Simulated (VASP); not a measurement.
## Ni: surface energy and work function by face

Which face of Ni is cheapest, and which holds its electrons hardest?

Program: VASP 6.6.1. Level of theory: PBEsol, spin-polarised from a ferromagnetic start (one magnetic atom a cell); plane waves and PAW (Ni), in the first sound run; inputs show where later runs differ. Results are calculated unless marked as measured.

Most raw output is cut from this account.

### 1. Set-up

Symmetry: Fm-3m, No. 225, cubic system. The conventional cell has a = 3.520 Å, b = 3.520 Å, c = 3.520 Å, α = 90.00°, β = 90.00°, γ = 90.00°. Ni has 12 Ni at 2.49 Å nearest.

Coordinates:

```xyz
1
Lattice="0.0000 1.7600 1.7600 1.7600 0.0000 1.7600 1.7600 1.7600 0.0000" Properties=species:S:1:pos:R:3 pbc="T T T"
Ni    0.0000    0.0000    0.0000
```

### 2. The bulk reference, job relaxation, k-mesh 19×19×19

The bulk crystal is relaxed first, so that the slabs are cut at this functional's lattice.

Contents of INCAR:

```
SYSTEM = Ni
PREC = Accurate
ENCUT = 420
EDIFF = 1E-06
NELM = 120
ISMEAR = 1
SIGMA = 0.15
LREAL = .FALSE.
ALGO = Normal
GGA = PS
NBANDS = 12
ISPIN = 2
MAGMOM = 1
LASPH = .TRUE.
LMAXMIX = 4
LORBIT = 11
LWAVE = .FALSE.
LCHARG = .FALSE.
KPAR = 4
IBRION = 2
NSW = 30
ISIF = 3
EDIFFG = -0.01
POTIM = 0.4
```

Contents of POSCAR:

```
Ni
1.0
    0.0000000000      1.7600000000      1.7600000000
    1.7600000000      0.0000000000      1.7600000000
    1.7600000000      1.7600000000      0.0000000000
Ni
1
Direct
    0.0000000000      0.0000000000      0.0000000000
```

Contents of KPOINTS:

```
Automatic mesh
0
Gamma
19 19 19
0 0 0
```

The projector-augmented-wave data sets are Ni (PBE family, release 64).

Command:

```bash
$ mpirun -np 4 vasp_std
```

Run time: 55 s. Hardware: 4 MPI ranks of Intel Xeon Platinum 8259CL at 2.50GHz (Skylake/Cascade Lake), shared host; peak memory 0.55 GiB; 3.3 min of CPU time.

The cell holds one magnetic atom, so no antiferromagnetic order fits into it. The PAW data sets were made with PBE, which is usual practice but a small mismatch for other functionals. The run keeps the 48 symmetry operations of its start, so it cannot find a distortion of lower symmetry.

Relaxation path:

```csv
step,energy less that of the first step (eV),largest force (eV/Å),pressure (GPa),volume (Å³)
1,0.0000,0.0000,-10.50,10.90
2,-0.0104,0.0000,8.06,10.03
3,-0.0185,0.0000,-0.10,10.36
```

```csv
"conventional cell, symmetrised",before,after,change
a (Å),3.520,3.461,-1.7 %
b (Å),3.520,3.461,-1.7 %
c (Å),3.520,3.461,-1.7 %
volume (Å³/atom),10.90,10.36,-5.0 %
```

Final coordinates:

```cif
data_structure
_symmetry_space_group_name_H-M 'P 1'
_symmetry_Int_Tables_number 1
_cell_length_a 2.4471
_cell_length_b 2.4471
_cell_length_c 2.4471
_cell_angle_alpha 60.000
_cell_angle_beta 60.000
_cell_angle_gamma 60.000
_cell_volume 10.36
loop_
_atom_site_label
_atom_site_type_symbol
_atom_site_fract_x
_atom_site_fract_y
_atom_site_fract_z
_atom_site_occupancy
Ni1 Ni 0.00000 0.00000 0.00000 1
```

This step gave:

```yaml
electronic_cycles: 30
electrons: 10
free_energy_toten: -6.135 eV
energy_at_zero_smearing: -6.135 eV
fermi_energy: 9.903 eV
moment_of_the_cell_from_the_last_line_of_the_log: 0.6 μB
metallic: yes
```

Spin moment in the PAW sphere by atom:

```csv
atom,spin moment in the PAW sphere (μB)
Ni1,0.606
```

The run ended after 3 ionic steps, 0.018 eV below its first step, once forces and stress met EDIFFG = -0.01.

Energy at zero smearing: -6.13513 eV.

### 3. The bulk reference, job self-consistent run, k-mesh 23×23×23

Contents of INCAR:

```
SYSTEM = Ni
PREC = Normal
ENCUT = 320
EDIFF = 1E-06
NELM = 120
ISMEAR = 1
SIGMA = 0.15
LREAL = .FALSE.
ALGO = Fast
GGA = PS
NBANDS = 12
ISPIN = 2
MAGMOM = 1
LASPH = .TRUE.
LMAXMIX = 4
LORBIT = 11
LWAVE = .FALSE.
LCHARG = .FALSE.
KPAR = 4
```

Contents of POSCAR:

```
Ni
1.0
    0.0000000000      1.7303397724      1.7303397724
    1.7303397724      0.0000000000      1.7303397724
    1.7303397724      1.7303397724      0.0000000000
Ni
1
Direct
    0.0000000000      0.0000000000      0.0000000000
```

Contents of KPOINTS:

```
Automatic mesh
0
Gamma
23 23 23
0 0 0
```

Command:

```bash
$ mpirun -np 4 vasp_std
```

Elapsed: 13 s, on 4 MPI ranks; peak memory 0.52 GiB.

Numbers from this step:

```
electronic cycles                                 : 13
free energy (TOTEN)                               : -6.146 eV
energy at zero smearing                           : -6.146 eV
Fermi energy                                      : 9.908 eV
moment of the cell, from the last line of the log : 0.6054 μB
```

Energy at zero smearing: -6.14624 eV.

The run ends at a pressure of 0.00 GPa.

### 4. Relaxing the slab, 7 atoms, face Ni(111)

This step: PBEsol, spin-polarised from a ferromagnetic start; plane waves and PAW (Ni) (VASP 6.6.1).

System of this step: Ni(111). The cell holds 7 atoms: 7 Ni. Its edges and angles: a = 2.447 Å, b = 2.447 Å, c = 26.988 Å, α = 90.0°, β = 90.0°, γ = 60.0°. It derives from Ni. 7 layers of fcc Ni, cut at this functional's lattice. Vacuum lies along c.

All atoms relax at the fixed cell.

Contents of INCAR:

```
SYSTEM = Ni
PREC = Normal
ENCUT = 320
EDIFF = 1E-05
NELM = 120
ISMEAR = 1
SIGMA = 0.15
LREAL = .FALSE.
ALGO = Fast
GGA = PS
NBANDS = 51
ISPIN = 2
MAGMOM = 1 1 1 1 1 1 1
LASPH = .TRUE.
LMAXMIX = 4
LORBIT = 11
LWAVE = .FALSE.
LCHARG = .FALSE.
KPAR = 4
IBRION = 2
NSW = 40
ISIF = 2
EDIFFG = -0.03
POTIM = 0.4
MAXMIX = 40
```

Contents of POSCAR:

```
Ni
1.0
    2.4470699736      0.0000000000      0.0000000000
    1.2235349868      2.1192247620      0.0000000000
    0.0000000000      0.0000000000     26.9881456006
Ni
7
Direct
    0.0000000000      0.0000000000      0.2778997900
    0.3333333300      0.3333333300      0.3519331900
    0.6666666700      0.6666666700      0.4259666000
    0.0000000000      0.0000000000      0.5000000000
    0.3333333300      0.3333333300      0.5740334000
    0.6666666700      0.6666666700      0.6480668100
    0.0000000000      0.0000000000      0.7221002100
```

Contents of KPOINTS:

```
Automatic mesh
0
Gamma
15 15 1
0 0 0
```

Command:

```bash
$ mpirun -np 4 vasp_std
```

It took 4.6 min on 4 MPI ranks; peak memory 0.98 GiB; 17 min of CPU time.

The magnetic state follows from one typed start and may not be the lowest. The run keeps the 12 symmetry operations of its start, so it cannot find a distortion of lower symmetry.

The steps of the relaxation:

```csv
step,energy less that of the first step (eV),largest force (eV/Å)
1,0.0000,0.1661
2,-0.0030,0.0867
3,-0.0037,0.0567
4,-0.0038,0.0880
5,-0.0040,0.0578
6,-0.0039,0.0607
7,-0.0040,0.0588
8,-0.0043,0.0220
```

The atoms that moved most (Å):

```csv
atom,dx,dy,dz,length
Ni1,0.000,0.000,0.015,0.015
Ni7,0.000,0.000,-0.015,0.015
Ni6,0.000,0.000,0.011,0.011
Ni2,0.000,0.000,-0.011,0.011
Ni5,0.000,0.000,0.005,0.005
Ni3,0.000,0.000,-0.005,0.005
```

The relaxed structure:

```xyz
7
Lattice="2.4471 0.0000 0.0000 1.2235 2.1192 0.0000 0.0000 0.0000 26.9881" Properties=species:S:1:pos:R:3
Ni    0.0000    0.0000    7.5146
Ni    1.2235    0.7064    9.4875
Ni    2.4471    1.4128   11.4907
Ni    0.0000    0.0000   13.4941
Ni    1.2235    0.7064   15.4974
Ni    2.4471    1.4128   17.5007
Ni    0.0000    0.0000   19.4735
```

Numbers from this step:

| Quantity | Value |
| --- | --- |
| electronic cycles | 69 |
| electrons | 70 |
| free energy (TOTEN) | -41.54 eV |
| energy at zero smearing | -41.54 eV |
| Fermi energy | 2.679 eV |
| moment of the cell, from the last line of the log | 4.637 μB |

Spin moment in the PAW sphere by atom:

```csv
atom,spin moment in the PAW sphere (μB)
Ni1,0.693
Ni2,0.690
Ni3,0.645
Ni4,0.637
Ni5,0.645
Ni6,0.690
Ni7,0.693
```

The run ended after 8 ionic steps, 0.004 eV below its first step, once the forces on the free atoms met EDIFFG = -0.03.

### 5. Potential and states of the slab, 7 atoms, face Ni(111)

A static run writes the electrostatic potential without exchange and correlation (LVHAR), which is flat in the vacuum and gives the level to count from. The dipole correction cancels the field that unlike faces would set up across the vacuum.

Contents of INCAR:

```
SYSTEM = Ni
PREC = Normal
ENCUT = 320
EDIFF = 1E-06
NELM = 120
ISMEAR = 1
SIGMA = 0.15
LREAL = .FALSE.
ALGO = Fast
GGA = PS
NBANDS = 51
ISPIN = 2
MAGMOM = 1 1 1 1 1 1 1
LASPH = .TRUE.
LMAXMIX = 4
LORBIT = 11
LWAVE = .FALSE.
LCHARG = .TRUE.
KPAR = 4
IDIPOL = 3
LDIPOL = .TRUE.
DIPOL = 0.5 0.5 0.5
LVHAR = .TRUE.
LVACPOTAV = .TRUE.
NEDOS = 1500
```

Contents of POSCAR:

```
Ni
1.0
    2.4470699736      0.0000000000      0.0000000000
    1.2235349868      2.1192247620      0.0000000000
    0.0000000000      0.0000000000     26.9881456006
Ni
7
Direct
    0.0000000000      0.0000000000      0.2784425819
    0.3333333300      0.3333333300      0.3515428750
    0.6666666700      0.6666666700      0.4257686900
    0.0000000000      0.0000000000      0.5000000000
    0.3333333300      0.3333333300      0.5742313100
    0.6666666700      0.6666666700      0.6484571250
    0.0000000000      0.0000000000      0.7215574181
```

KPOINTS is that of step 4.

Command:

```bash
$ mpirun -np 4 vasp_std
```

It took 2 min on 4 MPI ranks; peak memory 0.98 GiB.

Numbers from this step:

| Property | Result |
| --- | --- |
| electronic cycles | 44 |
| Fermi energy | 2.680 eV |
| dipole moment | 0, 0, 0 e·Å |
| vacuum levels | 7.885, 7.885 eV |
| work functions of the upper and lower face | 5.204, 5.204 eV |

The planar average of the electrostatic potential oscillates, so the rows of the table below give means over windows of 2.02 Å about each position, cut where the curve ends. Its maxima inside the range that stand out by 2 % of the span (Å: eV): 8.5: -0.656, 10.5: -0.44, 12.5: -0.380, 14.5: -0.380, 16.5: -0.44, 18.4: -0.656. Its minima: 7.5: -21.4, 9.4: -21.5, 11.5: -21.5, 13.5: -21.6, 15.5: -21.5, 17.5: -21.5, 19.5: -21.4.

Zero at the Fermi level. Planar average of the electrostatic potential against height; means over each step:

```csv
height (Å),planar average of the electrostatic potential (eV)
1.01,5.21
3.03,5.21
5.05,5.01
7.07,-8.24
9.09,-9.98
11.11,-9.85
13.13,-9.83
15.15,-9.84
17.17,-9.87
19.19,-9.76
21.21,3.84
23.23,5.20
25.25,5.21
```

Density of states in the PAW spheres, an atom over height of the layer and energy from the Fermi level.

Values in states/eV, 22 rows by 7 columns, each cell a mean:
```
0.89 0.87 0.88 0.87 0.88 0.87 0.89
1.80 1.68 1.53 1.58 1.53 1.68 1.80
2.01 1.68 1.61 1.78 1.61 1.68 2.01
3.12 2.70 2.95 2.76 2.95 2.70 3.12
2.73 2.21 2.02 2.27 2.02 2.21 2.73
3.08 2.21 2.53 2.27 2.53 2.21 3.08
2.69 2.10 2.08 2.23 2.08 2.10 2.69
2.37 2.30 2.46 2.36 2.46 2.30 2.37
1.64 1.88 1.94 1.94 1.94 1.88 1.64
1.20 1.63 1.65 1.63 1.65 1.63 1.20
1.10 1.57 1.51 1.48 1.51 1.57 1.10
0.89 1.50 1.31 1.36 1.31 1.50 0.89
0.66 1.30 1.14 1.05 1.14 1.30 0.66
0.40 0.83 0.79 0.77 0.79 0.83 0.40
0.23 0.39 0.40 0.38 0.40 0.39 0.23
0.18 0.25 0.27 0.30 0.27 0.25 0.18
0.11 0.14 0.15 0.12 0.15 0.14 0.11
0.10 0.15 0.15 0.15 0.15 0.15 0.10
0.07 0.10 0.11 0.10 0.11 0.10 0.07
0.06 0.11 0.08 0.08 0.08 0.11 0.06
0.05 0.11 0.10 0.13 0.10 0.11 0.05
0.04 0.07 0.05 0.06 0.05 0.07 0.04
```
Columns: height of the layer (Å) from 7.5 to 19.5; rows upwards: energy from the Fermi level (eV) from -7.9 to 0.5.

Spin density in the ca plane at fractional y = 0.000, with atoms of Ni within 0.2 Å of it.

Ten even steps from '0' (0.0 e/Å³) to '9' (1.2 e/Å³), each cell a mean:
```
00000000000015730000000000000376100000000000
00000000000001210000000000000122000000000000
00000000000000000000000000000000000000000000
00000000000000000000000000000000000000000000
00000000000000000000000000000000000000000000
00000000000000100000000000000011000000000000
00000000000004520000000000000264100000000000
00000000000017940000000000000497200000000000
```
Columns run along c (16.0 Å, from fractional 0.31 to 0.91 of the cell), rows up along a (2.4 Å). Atoms in or near the plane, at fractional coordinates: Ni at (0.50, 0.00), Ni at (0.72, 0.00).

Valence density in the ca plane at fractional y = 0.000, with atoms of Ni within 0.2 Å of it. It is the smooth field of the valence electrons, not physical close to the nuclei.

Values in units of 1e0 e/Å³, 5 rows by 16 columns, each cell a mean:
```
0.3 0.3 0.2 0.3 2.0 4.9 0.3 0.3 0.2 0.3 2.1 4.8 0.1 0.0 0.0 0.0
0.4 0.6 0.4 0.6 0.4 0.8 0.4 0.6 0.4 0.6 0.5 0.7 0.1 0.0 0.0 0.0
0.5 0.8 0.5 0.8 0.3 0.3 0.5 0.8 0.5 0.8 0.3 0.3 0.1 0.0 0.0 0.0
0.4 0.4 0.3 0.4 0.8 1.8 0.4 0.4 0.3 0.4 0.8 1.7 0.1 0.0 0.0 0.0
0.3 0.3 0.2 0.3 2.7 7.0 0.3 0.3 0.2 0.3 2.9 6.9 0.1 0.0 0.0 0.0
```
Columns run along c (16.0 Å, from fractional 0.31 to 0.91 of the cell), rows up along a (2.4 Å). Atoms in or near the plane, at fractional coordinates: Ni at (0.50, 0.00), Ni at (0.72, 0.00).

The map of layer states is cut here 0.5 eV above the Fermi level, so it leaves out the states above that.

The vacuum level lies 5.20 eV above the Fermi level at the upper face; both faces agree, as the slab has next to no dipole.

The program found no field-free point at its default tolerance, but its printed level agrees with the flat part of the planar average.

On this mesh the fine structure of the density of states is sampling noise, and high empty states may be cut by the number of bands.

### 6. Relaxing the slab, 7 atoms, face Ni(100)

Contents of INCAR:

```
SYSTEM = Ni
PREC = Normal
ENCUT = 320
EDIFF = 1E-05
NELM = 120
ISMEAR = 1
SIGMA = 0.15
LREAL = .FALSE.
ALGO = Fast
GGA = PS
NBANDS = 51
ISPIN = 2
MAGMOM = 1 1 1 1 1 1 1
LASPH = .TRUE.
LMAXMIX = 4
LORBIT = 11
LWAVE = .FALSE.
LCHARG = .FALSE.
KPAR = 4
IBRION = 2
NSW = 40
ISIF = 2
EDIFFG = -0.03
POTIM = 0.4
MAXMIX = 40
```

Contents of POSCAR:

```
Ni
1.0
    2.4470699736      0.0000000000      0.0000000000
    0.0000000000      2.4470699736      0.0000000000
    0.0000000000      0.0000000000     25.3820386344
Ni
7
Direct
    0.0000000000      0.0000000000      0.2954845400
    0.5000000000      0.5000000000      0.3636563600
    0.0000000000      0.0000000000      0.4318281800
    0.5000000000      0.5000000000      0.5000000000
    0.0000000000      0.0000000000      0.5681718200
    0.5000000000      0.5000000000      0.6363436400
    0.0000000000      0.0000000000      0.7045154600
```

Contents of KPOINTS:

```
Automatic mesh
0
Gamma
12 12 1
0 0 0
```

Command:

```bash
$ mpirun -np 4 vasp_std
```

Elapsed: 3.5 min, on 4 MPI ranks; peak memory 1 GiB.

The run keeps the 16 symmetry operations of its start, so it cannot find a distortion of lower symmetry.

Step by step:

```csv
step,energy less that of the first step (eV),largest force (eV/Å)
1,0.0000,0.3910
2,-0.0163,0.1997
3,-0.0208,0.1117
4,-0.0209,0.1161
5,-0.0209,0.1143
6,-0.0221,0.0490
7,-0.0225,0.0226
```

The atoms that moved most (Å):

```csv
atom,dx,dy,dz,length
Ni7,0.000,0.000,-0.032,0.032
Ni1,0.000,0.000,0.032,0.032
Ni6,0.000,0.000,0.026,0.026
Ni2,0.000,0.000,-0.026,0.026
Ni3,0.000,0.000,-0.010,0.010
Ni5,0.000,0.000,0.010,0.010
```

Final coordinates:

```xyz
7
Lattice="2.4471 0.0000 0.0000 0.0000 2.4471 0.0000 0.0000 0.0000 25.3820" Properties=species:S:1:pos:R:3
Ni    0.0000    0.0000    7.5319
Ni    1.2235    1.2235    9.2047
Ni    0.0000    0.0000   10.9504
Ni    1.2235    1.2235   12.6910
Ni    0.0000    0.0000   14.4316
Ni    1.2235    1.2235   16.1773
Ni    0.0000    0.0000   17.8501
```

This step gave:

```
electronic cycles                                 : 73
free energy (TOTEN)                               : -41.05 eV
energy at zero smearing                           : -41.05 eV
Fermi energy                                      : 2.145 eV
moment of the cell, from the last line of the log : 4.594 μB
```

Spin moment in the PAW sphere by atom:

```csv
atom,spin moment in the PAW sphere (μB)
Ni1,0.727
Ni2,0.651
Ni3,0.645
Ni4,0.609
Ni5,0.645
Ni6,0.651
Ni7,0.727
```

The run ended after 7 ionic steps, 0.022 eV below its first step, once the forces on the free atoms met EDIFFG = -0.03.

### 7. Vacuum level and density of states, 7 atoms, face Ni(100)

Contents of INCAR:

```
SYSTEM = Ni
PREC = Normal
ENCUT = 320
EDIFF = 1E-06
NELM = 120
ISMEAR = 1
SIGMA = 0.15
LREAL = .FALSE.
ALGO = Fast
GGA = PS
NBANDS = 51
ISPIN = 2
MAGMOM = 1 1 1 1 1 1 1
LASPH = .TRUE.
LMAXMIX = 4
LORBIT = 11
LWAVE = .FALSE.
LCHARG = .TRUE.
KPAR = 4
IDIPOL = 3
LDIPOL = .TRUE.
DIPOL = 0.5 0.5 0.5
LVHAR = .TRUE.
LVACPOTAV = .TRUE.
NEDOS = 1500
```

Contents of POSCAR:

```
Ni
1.0
    2.4470699736      0.0000000000      0.0000000000
    0.0000000000      2.4470699736      0.0000000000
    0.0000000000      0.0000000000     25.3820386344
Ni
7
Direct
    0.0000000000      0.0000000000      0.2967417051
    0.5000000000      0.5000000000      0.3626467372
    0.0000000000      0.0000000000      0.4314235625
    0.5000000000      0.5000000000      0.5000000000
    0.0000000000      0.0000000000      0.5685764375
    0.5000000000      0.5000000000      0.6373532628
    0.0000000000      0.0000000000      0.7032582949
```

KPOINTS is that of step 6.

Command:

```bash
$ mpirun -np 4 vasp_std
```

Run time: 1.9 min. Hardware: 4 MPI ranks; peak memory 0.99 GiB.

Numbers from this step:

```
electronic cycles                                 : 41
Fermi energy                                      : 2.143 eV
moment of the cell, from the last line of the log : 4.596 μB
vacuum levels                                     : 7.196, 7.196 eV
work functions of the upper and lower face        : 5.053, 5.053 eV
```

The planar average of the electrostatic potential oscillates, so the rows of the table below give means over windows of 1.7 Å about each position, cut where the curve ends. Its maxima inside the range that stand out by 2 % of the span (Å: eV): 8.4: -3.08, 10.1: -2.33, 11.8: -2.40, 13.6: -2.40, 15.3: -2.33, 17.0: -3.08. Its minima: 7.5: -17.8, 9.2: -18.1, 11.0: -18.0, 12.7: -18.1, 14.4: -18.0, 16.2: -18.1, 17.9: -17.8.

Zero at the Fermi level. The planar average of the electrostatic potential by height; means over each step:

height (Å), planar average of the electrostatic potential (eV) and a bar from the least value:
```
     0.85        5.1 ##############################
     2.55        5.1 ##############################
     4.25        5.0 ##############################
     5.95        3.6 ###########################
     7.65       -9.9 #
     9.35      -10.1 
    11.05      -10.0 
    12.75      -10.0 
    14.45      -10.0 
    16.15      -10.1 
    17.85       -9.6 #
    19.55        4.0 ############################
    21.25        5.0 ##############################
    22.95        5.1 ##############################
    24.65        5.1 ##############################
```

Density of states in the PAW spheres, an atom over height of the layer and energy from the Fermi level.

Ten even steps from '0' (0.03 states/eV) to '9' (3.39 states/eV), each cell a mean:
```
3222223
5445445
7455547
9888889
9666669
8676768
6566656
5677765
4555554
3444443
3544453
2433342
1333331
0221220
0111110
0000000
0000000
0000000
0000000
0000000
0000000
0000000
```
Columns: height of the layer (Å) from 7.5 to 17.9; rows upwards: energy from the Fermi level (eV) from -7.9 to 0.5.

Spin density in the ca plane at fractional y = 0.000, with atoms of Ni within 0.2 Å of it.

Ten even steps from '0' (0.0 e/Å³) to '9' (1.3 e/Å³), each cell a mean:
```
15730000003751000001573000000375100000000000
02210000001320000000231000000122000000000000
00000000000000000000000000000000000000000000
00000000000000000000000000000000000000000000
00000000000000000000000000000000000000000000
01100000000110000000110000000011000000000000
04620000002540000000452000000264000000000000
17940000004961000001694000000497100000000000
```
Columns run along c (16.0 Å, from fractional 0.27 to 0.90 of the cell), rows up along a (2.4 Å). Atoms in or near the plane, at fractional coordinates: Ni at (0.30, 0.00), Ni at (0.43, 0.00), Ni at (0.57, 0.00), Ni at (0.70, 0.00).

Valence density in the ca plane at fractional y = 0.000, with atoms of Ni within 0.2 Å of it. It is the smooth field of the valence electrons, not physical close to the nuclei.

Ten steps, logarithmic in the rise over the least value, from '0' (0 e/Å³) to '9' (12 e/Å³), each cell a mean:
```
58974222247985322235897422224798520000000000
46753222235764222224675322223576410000000000
23432222223432222222343222222343210000000000
22222222222222222222222222222222210000000000
23332222222332222222332222222333210000000000
35643222234653222223564322223465310000000000
58874222247885222225887422224788520000000000
69984222248996322236998422224899620000000000
```
Columns run along c (16.0 Å, from fractional 0.27 to 0.90 of the cell), rows up along a (2.4 Å). Atoms in or near the plane, at fractional coordinates: Ni at (0.30, 0.00), Ni at (0.43, 0.00), Ni at (0.57, 0.00), Ni at (0.70, 0.00).

The map of layer states is cut here 0.5 eV above the Fermi level, so it leaves out the states above that.

The vacuum level lies 5.05 eV above the Fermi level at the upper face; both faces agree, as the slab has next to no dipole.

The program found no field-free point at its default tolerance, but its printed level agrees with the flat part of the planar average.

On this mesh the fine structure of the density of states is sampling noise, and high empty states may be cut by the number of bands.

(Continued in part 2 of 2.)

[Lines on the potential files, build, host, timing and source positions are cut from VASP's logs without a mark.]

[Logs are printed without paths, hosts, clocks, repeated set-up lines and the standing remarks that a program may print on its own settings, such as how far it seeks lower states.]

[Hosts, paths, dates, database ids (printed as entryN), source tags and the programs' standing remarks are cut or masked in the printed files.]

[Runs that stopped without an error message from VASP are left out.]
